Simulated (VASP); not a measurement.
Output of a VASP run:

File OUTCAR:
```
 ion  position               nearest neighbor table
   1  0.000  0.000  0.000-   2 2.64   2 2.64   2 2.64   2 2.64
   2  0.250  0.250  0.250-   1 2.64   1 2.64   1 2.64   1 2.64
  LATTYP: Found a face centered cubic cell.
 ALAT       =     6.1000000000
 Subroutine PRICEL returns:
 Original cell was already a primitive cell.
 Subroutine GETGRP returns: Found 24 space group operations
The static configuration has the point symmetry T_d .
The dynamic configuration has the point symmetry T_d .
 Subroutine INISYM returns: Found 24 space group operations
 Subroutine IBZKPT returns following result:
 Found     20 irreducible k-points:

 Following reciprocal coordinates:
            Coordinates               Weight
  0.000000  0.000000  0.000000      1.000000
  0.142857  0.000000  0.000000      8.000000
  0.285714  0.000000  0.000000      8.000000
  0.428571  0.000000  0.000000      8.000000
  0.142857  0.142857  0.000000      6.000000
  0.285714  0.142857  0.000000     24.000000
  0.428571  0.142857  0.000000     24.000000
 -0.428571  0.142857  0.000000     24.000000
 -0.285714  0.142857  0.000000     24.000000
 -0.142857  0.142857  0.000000     12.000000
  0.285714  0.285714  0.000000      6.000000
  0.428571  0.285714  0.000000     24.000000
 -0.428571  0.285714  0.000000     24.000000
 -0.285714  0.285714  0.000000     12.000000
  0.428571  0.428571  0.000000      6.000000
 -0.428571  0.428571  0.000000     12.000000
  0.428571  0.285714  0.142857     24.000000
 -0.428571  0.285714  0.142857     48.000000
 -0.428571  0.428571  0.142857     24.000000
 -0.285714  0.428571  0.142857     24.000000
   k-points           NKPTS =     20   k-points in BZ     NKDIM =     20   number of bands    NBANDS=     13
   number of dos      NEDOS =    301   number of ions     NIONS =      2
   total plane-waves  NPLWV =  32768
   dimension x,y,z NGX =    32 NGY =   32 NGZ =   32
   dimension x,y,z NGXF=    64 NGYF=   64 NGZF=   64
   ions per type =               1   1
   PREC   = accura    normal or accurate (medium, high low for compatibility)
   ISTART =      0    job   : 0-new  1-cont  2-samecut
   ICHARG =      2    charge: 1-file 2-atom 10-const
   ISPIN  =      1    spin polarized calculation?
   LNONCOLLINEAR =      F non collinear calculations
   LSORBIT =      F    spin-orbit coupling
   INIWAV =      1    electr: 0-lowe 1-rand  2-diag
   ENCUT  =  520.0 eV  38.22 Ry    6.18 a.u.   8.02  8.02  8.02*2*pi/ulx,y,z
   NELM   =    100;   NELMIN=  2; NELMDL= -5     # of ELM steps
   EDIFF  = 0.1E-05   stopping-criterion for ELM
   LREAL  =      F    real-space projection
   NLSPLINE    = F    spline interpolate recip. space projectors
   LMAXMIX     =    4 max onsite mixed and CHGCAR
   VOSKOWN=      0    Vosko Wilk Nusair interpolation
   EDIFFG = -.1E-01   stopping-criterion for IOM
   NSW    =     60    number of steps for IOM
   NBLOCK =      1;   KBLOCK =     60    inner block; outer block
   IBRION =      2    ionic relax: 0-MD 1-quasi-New 2-CG
   NFREE  =      1    steps in history (QN), initial steepest desc. (CG)
   ISIF   =      3    stress and relaxation
   ISYM   =      2    0-nonsym 1-usesym 2-fastsym
   TEIN   =    0.0    initial temperature
   TEBEG  =    0.0;   TEEND  =   0.0 temperature during run
   SMASS  =  -3.00    Nose mass-parameter (am)
   PSTRESS=    0.0 pullay stress
   NELECT =      18.0000    total number of electrons
   EFERMI =   0.00;   METHOD = LEGACY
   ISMEAR =     0;   SIGMA  =   0.05  broadening in eV -4-tet -1-fermi 0-gaus
   IALGO  =     38    algorithm
   LDIAG  =      T    sub-space diagonalisation (order eigenvalues)
   IMIX   =      4    mixing-type and parameters
     AMIX     =   0.40;   BMIX     =  1.00
     AMIX_MAG =   1.60;   BMIX_MAG =  1.00
     AMIN     =   0.10
   GGA     = RP    functional components
   VOSKOWN =     0    Vosko Wilk Nusair interpolation
   LHFCALC =     F    Hartree Fock is set to
   LHFONE  =     F    Hartree Fock one center treatment
...
```

OSZICAR:
```
       N       E                     dE             d eps       ncg     rms          rms(c)
DAV:   1     0.788090515381E+02    0.78809E+02   -0.89024E+03   520   0.177E+03
DAV:   2    -0.115153481602E+01   -0.79961E+02   -0.78077E+02   600   0.311E+02
DAV:   3    -0.655204212680E+01   -0.54005E+01   -0.53826E+01   655   0.711E+01
DAV:   4    -0.664689393473E+01   -0.94852E-01   -0.94827E-01   571   0.106E+01
DAV:   5    -0.664970441125E+01   -0.28105E-02   -0.28104E-02   696   0.163E+00    0.331E+00
DAV:   6    -0.662713447264E+01    0.22570E-01   -0.65696E-02   785   0.451E+00    0.205E+00
DAV:   7    -0.662682668867E+01    0.30778E-03   -0.41849E-02   620   0.203E+00    0.345E-01
DAV:   8    -0.662942955596E+01   -0.26029E-02   -0.58186E-03   568   0.100E+00    0.787E-02
DAV:   9    -0.663060412643E+01   -0.11746E-02   -0.20551E-03   560   0.316E-01    0.461E-02
DAV:  10    -0.663064572788E+01   -0.41601E-04   -0.65844E-05   635   0.676E-02    0.140E-02
DAV:  11    -0.663070634849E+01   -0.60621E-04   -0.13999E-04   570   0.823E-02    0.345E-03
DAV:  12    -0.663070889070E+01   -0.25422E-05   -0.41470E-06   625   0.170E-02    0.181E-03
DAV:  13    -0.663070976499E+01   -0.87430E-06   -0.10816E-06   499   0.654E-03
   1 F= -.66307098E+01 E0= -.66307066E+01  d E =-.663071E+01
       N       E                     dE             d eps       ncg     rms          rms(c)
DAV:   1    -0.851940759376E+01   -0.18887E+01   -0.28754E+01   670   0.109E+02    0.751E+00
DAV:   2    -0.712941702443E+01    0.13900E+01   -0.21728E+00   615   0.259E+01    0.371E+00
DAV:   3    -0.673287052034E+01    0.39655E+00   -0.73853E-01   670   0.147E+01    0.564E-01
DAV:   4    -0.669961728160E+01    0.33253E-01   -0.76390E-02   620   0.477E+00    0.256E-01
DAV:   5    -0.669748683972E+01    0.21304E-02   -0.75653E-03   628   0.145E+00    0.122E-01
DAV:   6    -0.669671533696E+01    0.77150E-03   -0.46490E-03   610   0.131E+00    0.185E-02
DAV:   7    -0.669679117608E+01   -0.75839E-04   -0.26204E-04   629   0.225E-01    0.121E-02
DAV:   8    -0.669678937434E+01    0.18017E-05   -0.10745E-04   550   0.168E-01    0.576E-03
DAV:   9    -0.669679063687E+01   -0.12625E-05   -0.63747E-06   614   0.217E-02    0.329E-03
DAV:  10    -0.669679082155E+01   -0.18467E-06   -0.86581E-07   385   0.101E-02
   2 F= -.66967908E+01 E0= -.66966784E+01  d E =-.660811E-01
       N       E                     dE             d eps       ncg     rms          rms(c)
DAV:   1    -0.676708314575E+01   -0.70293E-01   -0.92644E-01   660   0.165E+01    0.149E+00
DAV:   2    -0.671457195222E+01    0.52511E-01   -0.10974E-01   640   0.664E+00    0.684E-01
DAV:   3    -0.670173090284E+01    0.12841E-01   -0.16098E-02   675   0.209E+00    0.158E-01
DAV:   4    -0.670039753306E+01    0.13334E-02   -0.15847E-03   565   0.572E-01    0.509E-02
DAV:   5    -0.670029171107E+01    0.10582E-03   -0.12940E-04   590   0.152E-01    0.131E-02
DAV:   6    -0.670029128030E+01    0.43077E-06   -0.15888E-05   620   0.674E-02    0.438E-03
DAV:   7    -0.670029242776E+01   -0.11475E-05   -0.30200E-06   550   0.137E-02    0.220E-03
DAV:   8    -0.670029257686E+01   -0.14910E-06   -0.15107E-06   517   0.120E-02
   3 F= -.67002926E+01 E0= -.67001801E+01  d E =-.695828E-01
```

File OUTCAR:
```
------------------------ aborting loop because EDIFF is reached ----------------------------------------
  FORCE on cell =-STRESS in cart. coord.  units (eV):
  Direction    XX          YY          ZZ          XY          YZ          ZX
  --------------------------------------------------------------------------------------
  Total       -0.0038865     -0.0038865     -0.0038865     -0.0000000      0.0000000      0.0000000
  in kB       -0.1001815     -0.1001815     -0.1001815     -0.0000000      0.0000000      0.0000000
  external PRESSURE =      -0.1001815 kB  Pullay stress =       0.0000000 kB
  volume of cell :       62.16
      direct lattice vectors                 reciprocal lattice vectors
    -0.000000000  3.144006831  3.144006831    -0.159032733  0.159032733  0.159032733
     3.144006831  0.000000000  3.144006831     0.159032733 -0.159032733  0.159032733
     3.144006831  3.144006831  0.000000000     0.159032733  0.159032733 -0.159032733
  FREE ENERGIE OF THE ION-ELECTRON SYSTEM (eV)
  ---------------------------------------------------
  free  energy   TOTEN  =        -6.7002925769 eV

  energy  without entropy=       -6.7000677047  energy(sigma->0) =       -6.70018014

 reached required accuracy - stopping structural energy minimisation
```
(Selected blocks of OUTCAR.)

**POSCAR**
```
GaSb
1
    0.0000000000     3.0500000000     3.0500000000
    3.0500000000     0.0000000000     3.0500000000
    3.0500000000     3.0500000000     0.0000000000
Ga Sb
1 1
Direct
  0.0000000000   0.0000000000   0.0000000000
  0.2500000000   0.2500000000   0.2500000000
```

Problem. Reconstruct the remaining input files.

Solution. This is not unique; one that fits is the input of the run itself, RPBE GGA, plane waves, VASP's PBE PAW potentials (set 64).

### KPOINTS
```
Automatic mesh
0
Gamma
7 7 7
0 0 0
```

**INCAR**
```
EDIFF  =  1E-6   ! SCF stop (eV)
LCHARG  =  .False.
ISMEAR  =  0   ! Gaussian
NSW  =  60   ! most ionic steps
SYSTEM  =  GaSb
EDIFFG  =  -0.01   ! ionic stop
PREC  =  Accurate
ENCUT  =  520   ! plane-wave cut-off (eV)
LREAL  =  .False.   ! projection in real space or not
NELM  =  100   ! most electronic steps
SIGMA  =  0.05
ALGO  =  Normal
LWAVE  =  .False.
ISIF  =  3   ! ions, shape and volume
GGA  =  RP   ! RPBE
LMAXMIX  =  4   ! l cut-off of mixed one-centre charges
LASPH  =  .True.   ! aspherical one-centre terms
IBRION  =  2
```

POTCAR, in this order: Ga_d Sb (PBE.64 set). Program: vasp_std.

Energy and stress use the plane-wave basis of the starting cell.

The compound is GaSb in the zinc blende structure. This run relaxes it. Symmetry was kept, so distortions that lower it aren't found.
